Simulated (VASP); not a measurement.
# SrWCl3 (Pm-3m) in VASP: single point with PBEsol

Aim: the single point of SrWCl3 with PBEsol.

All numbers are computed with VASP 6.6.1; they aren't measurements. Logs are shortened: lines on timing, memory, paths and dates and some standing lists are left out, and cuts for length are marked.

### 1 The structure

It takes space group Pm-3m (No. 221, cubic). Conventional cell: a = 4.939 Å, b = 4.939 Å, c = 4.939 Å, α = 90.00°, β = 90.00°, γ = 90.00°. Around Sr (site symmetry m-3m) lie 12 Cl at 3.49 Å. Around W (site symmetry m-3m) lie 6 Cl at 2.47 Å. Cl (site symmetry 4/mmm) is surrounded by 2 W at 2.47 Å.

The cell was built by a generator and needn't be a form met in nature.

### 2 Single point, PBEsol

The input, INCAR:

```
SYSTEM = SrWCl3
PREC = Accurate ; ENCUT = 520
EDIFF = 1E-6 ; ISMEAR = 1
SIGMA = 0.0162 ; LREAL = .FALSE.
LASPH = .TRUE. ; NELM = 100
ALGO = Normal ; ISIF = 2
LWAVE = .FALSE. ; LCHARG = .FALSE.
GGA = PS ; NBANDS = 30
```

The input, KPOINTS:

```
regular mesh
0
G
  5 5 5
  0 0 0
```

The input, POSCAR:

```
SrWCl3
1.0
    4.9392273200      0.0000000000      0.0000000000
    0.0000000000      4.9392273200      0.0000000000
    0.0000000000      0.0000000000      4.9392273200
Sr W Cl
1 1 3
Direct
    0.0000000000      0.0000000000      0.0000000000
    0.5000000000      0.5000000000      0.5000000000
    0.5000000000      0.5000000000      0.0000000000
    0.0000000000      0.5000000000      0.5000000000
    0.5000000000      0.0000000000      0.5000000000
```

Potentials or basis: VASP PAW PBE potentials, release 64 (Sr_sv, W_sv, Cl).

Run with:

```sh
cat potpaw_PBE.64/Sr_sv/POTCAR potpaw_PBE.64/W_sv/POTCAR potpaw_PBE.64/Cl/POTCAR > POTCAR
mpirun -np 1 vasp_std > vasp.out
```

OUTCAR:

```text
SYSTEM = SrWCl3
   PREC = Accurate
   ENCUT = 520
   EDIFF = 1E-6
   ISMEAR = 1
   LREAL = .FALSE.
   LASPH = .TRUE.
   NELM = 100
   ISIF = 2
   GGA = PS

 ion  position               nearest neighbor table
   1  0.000  0.000  0.000-   3 3.49   4 3.49   5 3.49   4 3.49   5 3.49   3 3.49   4 3.49   4 3.49
                             3 3.49   5 3.49   5 3.49   3 3.49   2 4.28   2 4.28   2 4.28   2 4.28
   2  0.500  0.500  0.500-   3 2.47   4 2.47   5 2.47   3 2.47   5 2.47   4 2.47   1 4.28   1 4.28
                             1 4.28   1 4.28   1 4.28   1 4.28   1 4.28   1 4.28
   3  0.500  0.500  0.000-   2 2.47   2 2.47   1 3.49   1 3.49   1 3.49   1 3.49
   4  0.000  0.500  0.500-   2 2.47   2 2.47   1 3.49   1 3.49   1 3.49   1 3.49
   5  0.500  0.000  0.500-   2 2.47   2 2.47   1 3.49   1 3.49   1 3.49   1 3.49

  LATTYP: Found a simple cubic cell.
 ALAT       =     4.9392273200

  Lattice vectors:

 A1 = (   4.9392273200,   0.0000000000,   0.0000000000)
 A2 = (   0.0000000000,   4.9392273200,   0.0000000000)
 A3 = (   0.0000000000,   0.0000000000,   4.9392273200)

Analysis of symmetry for initial positions (statically):
=====================================================================
 Subroutine PRICEL returns:
 Original cell was already a primitive cell.

 Routine SETGRP: Setting up the symmetry group for a
 simple cubic supercell.

 Subroutine GETGRP returns: Found 48 space group operations
 (whereof 48 operations were pure point group operations)
 out of a pool of 48 trial point group operations.

The static configuration has the point symmetry O_h .

Analysis of symmetry for dynamics (positions and initial velocities):
=====================================================================
 Subroutine PRICEL returns:
 Original cell was already a primitive cell.

 Routine SETGRP: Setting up the symmetry group for a
 simple cubic supercell.

 Subroutine GETGRP returns: Found 48 space group operations
 (whereof 48 operations were pure point group operations)
 out of a pool of 48 trial point group operations.

The dynamic configuration has the point symmetry O_h .

 Subroutine INISYM returns: Found 48 space group operations
 (whereof 48 operations are pure point group operations),
 and found     1 'primitive' translations

----------------------------------------------------------------------------------------

                                     Primitive cell

  volume of cell :     120.4972

  direct lattice vectors                    reciprocal lattice vectors
     4.939227320  0.000000000  0.000000000     0.202460817  0.000000000  0.000000000
     0.000000000  4.939227320  0.000000000     0.000000000  0.202460817  0.000000000
     0.000000000  0.000000000  4.939227320     0.000000000  0.000000000  0.202460817

  length of vectors
     4.939227320  4.939227320  4.939227320     0.202460817  0.202460817  0.202460817

  position of ions in fractional coordinates (direct lattice)
     0.000000000  0.000000000  0.000000000
     0.500000000  0.500000000  0.500000000
     0.500000000  0.500000000  0.000000000
     0.000000000  0.500000000  0.500000000
     0.500000000  0.000000000  0.500000000

  ion indices of the primitive-cell ions
   primitive index   ion index
                 1           1
                 2           2
                 3           3
                 4           4
                 5           5

----------------------------------------------------------------------------------------

 KPOINTS: regular mesh

Automatic generation of k-mesh.
 Grid dimensions read from file:
 generate k-points for:    5    5    5

 Generating k-lattice:

  Cartesian coordinates                     Fractional coordinates (reciprocal lattice)
     0.040492163  0.000000000  0.000000000     0.200000000  0.000000000  0.000000000
     0.000000000  0.040492163  0.000000000     0.000000000  0.200000000  0.000000000
     0.000000000  0.000000000  0.040492163     0.000000000  0.000000000  0.200000000

  Length of vectors
     0.040492163  0.040492163  0.040492163

  Shift w.r.t. Gamma in fractional coordinates (k-lattice)
     0.000000000  0.000000000  0.000000000

 Subroutine IBZKPT returns following result:
 ===========================================

 Found     10 irreducible k-points:

 Following reciprocal coordinates:
            Coordinates               Weight
  0.000000  0.000000  0.000000      1.000000
  0.200000  0.000000  0.000000      6.000000
  0.400000  0.000000  0.000000      6.000000
  0.200000  0.200000  0.000000     12.000000
  0.400000  0.200000  0.000000     24.000000
  0.400000  0.400000  0.000000     12.000000
  0.200000  0.200000  0.200000      8.000000
  0.400000  0.200000  0.200000     24.000000
  0.400000  0.400000  0.200000     24.000000
  0.400000  0.400000  0.400000      8.000000
   k-points           NKPTS =     10   k-points in BZ     NKDIM =     10   number of bands    NBANDS=     30
   number of dos      NEDOS =    301   number of ions     NIONS =      5
   total plane-waves  NPLWV =  64000
   dimension x,y,z NGX =    40 NGY =   40 NGZ =   40
   dimension x,y,z NGXF=    80 NGYF=   80 NGZF=   80
   ions per type =               1   1   3
   NGX,Y,Z   is equivalent  to a cutoff of  13.46, 13.46, 13.46 a.u.
   NGXF,Y,Z  is equivalent  to a cutoff of  26.93, 26.93, 26.93 a.u.
 SYSTEM =  SrWCl3
   PREC   = accura    normal or accurate (medium, high low for compatibility)
   ISTART =      0    job   : 0-new  1-cont  2-samecut
   ICHARG =      2    charge: 1-file 2-atom 10-const
   ISPIN  =      1    spin polarized calculation?
   LNONCOLLINEAR =      F non collinear calculations
   LSORBIT =      F    spin-orbit coupling
   LASPH  =      T    aspherical Exc in radial PAW
   ENCUT  =  520.0 eV  38.22 Ry    6.18 a.u.   9.18  9.18  9.18*2*pi/ulx,y,z
   NELM   =    100;   NELMIN=  2; NELMDL= -5     # of ELM steps
   EDIFF  = 0.1E-05   stopping-criterion for ELM
   LREAL  =      F    real-space projection
   EDIFFG = 0.1E-04   stopping-criterion for IOM
   NSW    =      0    number of steps for IOM
   IBRION =     -1    ionic relax: 0-MD 1-quasi-New 2-CG
   NFREE  =      0    steps in history (QN), initial steepest desc. (CG)
   ISIF   =      2    stress and relaxation
   ISYM   =      2    0-nonsym 1-usesym 2-fastsym
   POTIM  = 0.5000    time-step for ionic-motion
   TEBEG  =    0.0;   TEEND  =   0.0 temperature during run
   PSTRESS=    0.0 pullay stress
   NELECT =      45.0000    total number of electrons
   NUPDOWN=      -1.0000    fix difference up-down
   EMIN   =  10.00;   EMAX   =-10.00  energy-range for DOS
   EFERMI =   0.00;   METHOD = LEGACY
   ISMEAR =     1;   SIGMA  =   0.02  broadening in eV -4-tet -1-fermi 0-gaus
   EFERMI_NEDOS =   21; number of points for ismear=-14 and -15
   IALGO  =     38    algorithm
   IMIX   =      4    mixing-type and parameters
     AMIX     =   0.40;   BMIX     =  1.00
     AMIX_MAG =   1.60;   BMIX_MAG =  1.00
  volume/ion in A,a.u.               =      24.10       162.63
  Fermi-wavevector in a.u.,A,eV,Ry     =   1.178926  2.227848 18.910291  1.389867
  Thomas-Fermi vector in A             =   2.315246
   LORBIT       =      0    0 simple, 1 ext, 2 COOP (PROOUT), +10 PAW based schemes
   GGA     = PS    functional components
   LHFCALC =     F    Hartree Fock is set to
   AEXX    =    0.0000 exact exchange contribution
   IVDW    =     0    specifies the selected vdW correction
   LEPSILON=     F    determine dielectric tensor
   LRPA    =     F    only Hartree local field effects (RPA)
 non-spin polarized calculation
 Methfessel and Paxton  Order N= 1 SIGMA  =   0.02
  energy-cutoff  :      520.00
  volume of cell :      120.50
 maximum number of plane-waves:      3257
 NGX is ok and might be reduce to    40
   NGX = 19   NGY = 19   NGZ = 19

 number of electron      44.9999995 magnetization

 Free energy of the ion-electron system (eV)
  ---------------------------------------------------
  ext. energy  EPLUGINS =         0.00000000
  ---------------------------------------------------
  free energy    TOTEN  =       -23.63569569 eV

  energy without entropy =      -23.63467255  energy(sigma->0) =      -23.63535464

 E-fermi :   6.2553     XC(G=0):  -9.6117

 val. band max:        6.2533940231   @ k =   0.2000   0.0000   0.0000
 cond. band min:       6.2577752275   @ k =   0.4000   0.4000   0.2000
 fundamental gap:      0.0043812043
 Fermi energy:         6.2552840230

 k-point     1 :       0.0000    0.0000    0.0000
  band No.  band energies     occupation
      1     -67.9201      2.00000
      2     -32.2443      2.00000
      3     -32.2443      2.00000
      4     -32.2443      2.00000
      5     -32.0420      2.00000
      6     -13.9742      2.00000
[... 22 lines left out ...]
     29       7.2186      0.00000
     30       8.1913      0.00000

 k-point     2 :       0.2000    0.0000    0.0000
  band No.  band energies     occupation
      1     -67.9201      2.00000
      2     -32.2464      2.00000
      3     -32.2442      2.00000
      4     -32.2442      2.00000
      5     -32.0417      2.00000
      6     -14.0025      2.00000
[... 22 lines left out ...]
     29       8.0378      0.00000
     30       8.3392      0.00000

 k-point     3 :       0.4000    0.0000    0.0000
  band No.  band energies     occupation
      1     -67.9201      2.00000
      2     -32.2498      2.00000
      3     -32.2442      2.00000
      4     -32.2442      2.00000
      5     -32.0412      2.00000
      6     -14.0455      2.00000
[... 22 lines left out ...]
     29       7.7865      0.00000
     30       8.8276      0.00000

 k-point     4 :       0.2000    0.2000    0.0000
  band No.  band energies     occupation
      1     -67.9201      2.00000
      2     -32.2463      2.00000
      3     -32.2462      2.00000
      4     -32.2442      2.00000
      5     -32.0415      2.00000
      6     -14.0049      2.00000
[... 22 lines left out ...]
     29       8.1857      0.00000
     30       8.4251      0.00000

 k-point     5 :       0.4000    0.2000    0.0000
  band No.  band energies     occupation
      1     -67.9201      2.00000
      2     -32.2496      2.00000
      3     -32.2462      2.00000
      4     -32.2441      2.00000
      5     -32.0411      2.00000
      6     -14.0344      2.00000
[... 22 lines left out ...]
     29       8.0720      0.00000
     30       8.8313      0.00000

 k-point     6 :       0.4000    0.4000    0.0000
  band No.  band energies     occupation
      1     -67.9201      2.00000
      2     -32.2495      2.00000
      3     -32.2494      2.00000
      4     -32.2441      2.00000
      5     -32.0409      2.00000
      6     -14.0181      2.00000
[... 22 lines left out ...]
     29       8.6713      0.00000
     30       8.8849      0.00000

 k-point     7 :       0.2000    0.2000    0.2000
  band No.  band energies     occupation
      1     -67.9201      2.00000
      2     -32.2463      2.00000
      3     -32.2462      2.00000
      4     -32.2462      2.00000
      5     -32.0413      2.00000
      6     -14.0055      2.00000
[... 22 lines left out ...]
     29       8.5660      0.00000
     30       8.5810      0.00000

 k-point     8 :       0.4000    0.2000    0.2000
  band No.  band energies     occupation
      1     -67.9201      2.00000
      2     -32.2496      2.00000
      3     -32.2462      2.00000
      4     -32.2461      2.00000
      5     -32.0409      2.00000
      6     -14.0247      2.00000
[... 22 lines left out ...]
     29       8.5314      0.00000
     30       8.5474      0.00000

 k-point     9 :       0.4000    0.4000    0.2000
  band No.  band energies     occupation
      1     -67.9201      2.00000
      2     -32.2494      2.00000
      3     -32.2494      2.00000
      4     -32.2461      2.00000
      5     -32.0407      2.00000
      6     -14.0107      2.00000
[... 22 lines left out ...]
     29       8.5988      0.00000
     30       8.8530      0.00000

 k-point    10 :       0.4000    0.4000    0.4000
  band No.  band energies     occupation
      1     -67.9201      2.00000
      2     -32.2493      2.00000
      3     -32.2493      2.00000
      4     -32.2493      2.00000
      5     -32.0404      2.00000
      6     -13.9989      2.00000
[... 22 lines left out ...]
     29       8.6810      0.00000
     30      10.0542      0.00000

------------------------ aborting loop because EDIFF is reached ----------------------------------------

  FORCE on cell =-STRESS in cart. coord.  units (eV):
  Direction    XX          YY          ZZ          XY          YZ          ZX
  --------------------------------------------------------------------------------------
  -------------------------------------------------------------------------------------
  Total       -3.6150823     -3.6150823     -3.6150823      0.0000000      0.0000000      0.0000000
  in kB      -48.0675209    -48.0675209    -48.0675209      0.0000000      0.0000000      0.0000000
  external PRESSURE =     -48.0675209 kB  Pullay stress =       0.0000000 kB

 VOLUME and BASIS-vectors are now :
 -----------------------------------------------------------------------------
  energy-cutoff  :      520.00
  volume of cell :      120.50
      direct lattice vectors                 reciprocal lattice vectors
     4.939227320  0.000000000  0.000000000     0.202460817  0.000000000  0.000000000
     0.000000000  4.939227320  0.000000000     0.000000000  0.202460817  0.000000000
     0.000000000  0.000000000  4.939227320     0.000000000  0.000000000  0.202460817

 POSITION                                       TOTAL-FORCE (eV/Angst)
 -----------------------------------------------------------------------------------
      0.00000      0.00000      0.00000         0.000000      0.000000      0.000000
      2.46961      2.46961      2.46961         0.000000      0.000000      0.000000
      2.46961      2.46961      0.00000         0.000000      0.000000      0.000000
      0.00000      2.46961      2.46961         0.000000      0.000000      0.000000
      2.46961      0.00000      2.46961         0.000000      0.000000      0.000000
 -----------------------------------------------------------------------------------
    total drift:                                0.000000      0.000000     -0.000000

  FREE ENERGIE OF THE ION-ELECTRON SYSTEM (eV)
  ---------------------------------------------------
  free  energy   TOTEN  =       -23.6356956892 eV

  energy  without entropy=      -23.6346725510  energy(sigma->0) =      -23.63535464
```

Wall time 30 s (1 thread of Intel Xeon Platinum 8259CL at 2.50GHz (Skylake/Cascade Lake), shared host); peak memory 0.25 GiB.

What came out:

- Free energy: -23.6357 eV
- Pressure: -4.8 GPa
- Band gap on the k mesh: none (metal or under the smearing width)

Caveat: the PAW data sets were made with another functional, which shifts forces and pressure a little; an odd number of electrons without spin polarisation forces a metal; a magnetic or distorted state may lie lower.
